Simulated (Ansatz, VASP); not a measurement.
## YTaP2 in VASP and in Ansatz

The input INCAR:

```
  PREC = Accurate
  ENCUT = 600
  EDIFF = 1E-6
  ISMEAR = 0
  SIGMA = 0.1
  LREAL = False
  LASPH = True
  NELM = 100
  ALGO = Normal
  ISIF = 3
  LWAVE = False
  LCHARG = False
  GGA = PE
  IBRION = 2
  NSW = 90
  EDIFFG = -0.04
```

KPOINTS

```
Automatic mesh
0
Gamma
  6 6 4
```

File POSCAR:

```
YTaP2
1.0
    3.5348719400      0.0000000000      0.0000000000
   -1.7674359700      3.0612889000      0.0000000000
    0.0000000000      0.0000000000      6.6610588900
Y Ta P
1 1 2
Direct
    0.0000000000      0.0000000000      0.0000000000
    0.0000000000      0.0000000000      0.5000000000
    0.6666666700      0.3333333300      0.7979580200
    0.3333333300      0.6666666700      0.2020419800
```

Input for Ansatz:

```yaml
crystal:
  lattice:
    - [3.53487194, 0.0, 0.0]
    - [-1.76743597, 3.0612889, 0.0]
    - [0.0, 0.0, 6.66105889]
  atoms:
    - { symbol: "Y", position: [0.0, 0.0, 0.0] }
    - { symbol: Ta, position: [0.0, 0.0, 0.5] }
    - { symbol: P, position: [0.66666667, 0.33333333, 0.79795802] }
    - { symbol: P, position: [0.33333333, 0.66666667, 0.20204198] }
basis:
  ecutwfc: 420
kpoints:
  mp_grid: { grid: [6, 6, 4] }
hamiltonian:
  xc: pbe
scf:
  occupations: { method: gaussian, width: 0.1 }
  lower_state_search: "off"
output:
  forces: true
  stress: true
  eigenvalues: true
relax:
  adjacent_minimum: "off"
  f_tol: 0.04
  max_steps: 70
  cell: { stress_tol: 0.4 }
```

Change from the starting cell: species swapped into the NaVS2 type (P-3m1, No. 164).

Alike in both runs: task relaxation of cell and atoms; functional PBE; k mesh 6 × 6 × 4; occupations gaussian, width 0.1 eV; no spin polarisation.

```csv
,VASP,Ansatz
version,VASP 6.6.1,Ansatz 0.2.0
potentials or method,"VASP PAW PBE potentials, release 64 (Y_sv, Ta_pv, P)","scalar-relativistic, plane waves, PAW"
plane-wave cutoff (eV),600,420
valence electrons in the cell,32,34
```

Ansatz gave:

```
gap on the k mesh at the Fermi level, each at its own relaxed structure (eV) : none
relaxed volume (Å³/atom)                                                     : 19.47
relaxed cell length with the largest relative difference (Å)                 : 6.567
energy change over the relaxation (meV/atom)                                 : -1024
```

Estimate VASP's values.

gap on the k mesh at the Fermi level, each at its own relaxed structure (eV): none; relaxed volume (Å³/atom): 19.47; relaxed cell length with the largest relative difference (Å): 6.559; energy change over the relaxation (meV/atom): -1018.

A gap of «none» marks a metal or a gap that the smearing closes. The two sets of potentials don't hold the same shells in valence.

Spin-orbit coupling is left out, which matters for the levels of Ta.
